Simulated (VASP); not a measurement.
Output of a VASP run:

OSZICAR:
```
       N       E                     dE             d eps       ncg     rms          rms(c)
DAV:   1     0.391317653406E+02    0.39132E+02   -0.53635E+03  1968   0.101E+03
DAV:   2    -0.248354763069E+01   -0.41615E+02   -0.40036E+02  1969   0.180E+02
DAV:   3    -0.294555716615E+01   -0.46201E+00   -0.44836E+00  2290   0.189E+01
DAV:   4    -0.294724144911E+01   -0.16843E-02   -0.16842E-02  2110   0.122E+00
DAV:   5    -0.294725530164E+01   -0.13853E-04   -0.13853E-04  2160   0.106E-01    0.813E+00
DAV:   6    -0.264566277470E+01    0.30159E+00   -0.10057E+00  1917   0.868E+00    0.424E+00
DAV:   7    -0.262675869324E+01    0.18904E-01   -0.74586E-02  2048   0.242E+00    0.205E+00
DAV:   8    -0.262518498840E+01    0.15737E-02   -0.33922E-03  1958   0.627E-01    0.302E-01
DAV:   9    -0.262508908367E+01    0.95905E-04   -0.28929E-05  2124   0.587E-02    0.286E-02
DAV:  10    -0.262510965021E+01   -0.20567E-04   -0.42232E-05  1914   0.852E-02    0.518E-03
DAV:  11    -0.262510970114E+01   -0.50933E-07   -0.26908E-07  1624   0.611E-03
   1 F= -.26251097E+01 E0= -.26251869E+01  d E =-.262511E+01
```

### OUTCAR
```
------------------------ aborting loop because EDIFF is reached ----------------------------------------
  FORCE on cell =-STRESS in cart. coord.  units (eV):
  Direction    XX          YY          ZZ          XY          YZ          ZX
  --------------------------------------------------------------------------------------
  Total       -0.0043955     -0.0043955     -0.0043955      0.0000000     -0.0000000     -0.0000000
  in kB       -0.4063283     -0.4063283     -0.4063283      0.0000000     -0.0000000     -0.0000000
  external PRESSURE =      -0.4063283 kB  Pullay stress =       0.0000000 kB
  volume of cell :       17.33
      direct lattice vectors                 reciprocal lattice vectors
     0.000000000  2.054021613  2.054021613    -0.243424897  0.243424897  0.243424897
     2.054021613  0.000000000  2.054021613     0.243424897 -0.243424897  0.243424897
     2.054021613  2.054021613  0.000000000     0.243424897  0.243424897 -0.243424897
 POSITION                                       TOTAL-FORCE (eV/Angst)
 -----------------------------------------------------------------------------------
      0.00000      0.00000      0.00000        -0.000000     -0.000000     -0.000000
 -----------------------------------------------------------------------------------
    total drift:                               -0.000000      0.000000      0.000000
  FREE ENERGIE OF THE ION-ELECTRON SYSTEM (eV)
  ---------------------------------------------------
  free  energy   TOTEN  =        -2.6251097011 eV

  energy  without entropy=       -2.6253413188  energy(sigma->0) =       -2.62518691

 reached required accuracy - stopping structural energy minimisation
```
(Selected blocks of OUTCAR.)

File POSCAR:
```
Pt
1
   -0.0000000000     2.0540216128     2.0540216128
    2.0540216128    -0.0000000000     2.0540216128
    2.0540216128     2.0540216128    -0.0000000000
Pt
1
Direct
  0.0000000000   0.0000000000   0.0000000000
```

Question: Reconstruct the remaining input files.

Answer: This is not unique; one that fits is the input of the run itself, vdW-DF2, plane waves, VASP's PBE PAW potentials (set 64).

KPOINTS:
```
Automatic mesh
0
Gamma
14 14 14
0 0 0
```

### INCAR
```
SYSTEM = Pt
PREC = Accurate
ENCUT = 520
EDIFF = 1E-6
NELM = 100
ALGO = Normal
LREAL = .FALSE.
LASPH = .TRUE.
ISMEAR = 1
SIGMA = 0.1
GGA = ML
ZAB_VDW = -1.8867
LUSE_VDW = .TRUE.
AGGAC = 0.0
LMAXMIX = 6
LWAVE = .FALSE.
LCHARG = .FALSE.
IBRION = 2
ISIF = 3
NSW = 60
EDIFFG = -0.01
```

POTCAR, in this order: Pt (PBE.64 set). Program: vasp_std.

The compound is Pt in the fcc structure. It was relaxed first, which changed the volume by +15 %. The start is the result of an earlier pass.
